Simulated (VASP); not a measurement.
Data:

```
BaHfO3
1.0
    4.23558     0.00000     0.00000
    0.00000     4.23558     0.00000
    0.00000     0.00000     4.23558
Ba Hf O
1 1 3
Cartesian
  0.00000   0.00000   0.00000
  2.11779   2.11779   2.11779
  2.11779   0.00000   2.11779
  0.00000   2.11779   2.11779
  2.11779   2.11779   0.00000
```

All values below come from RPBE GGA, VASP's PBE PAW potentials (set 64) (plane waves; VASP). Run with 520 eV cut-off, 5×5×5 Γ-centred mesh, Gaussian smearing of 0.050 eV, potentials Ba_sv Hf_pv O.

Task: Estimate the energy per atom (σ→0).

Result: 
* **energy per atom (σ→0)**: -8.309 eV/atom

The absolute energy has meaning only against runs of the same code, potentials and settings.

The compound is BaHfO3 in the cubic perovskite structure. It was relaxed first.
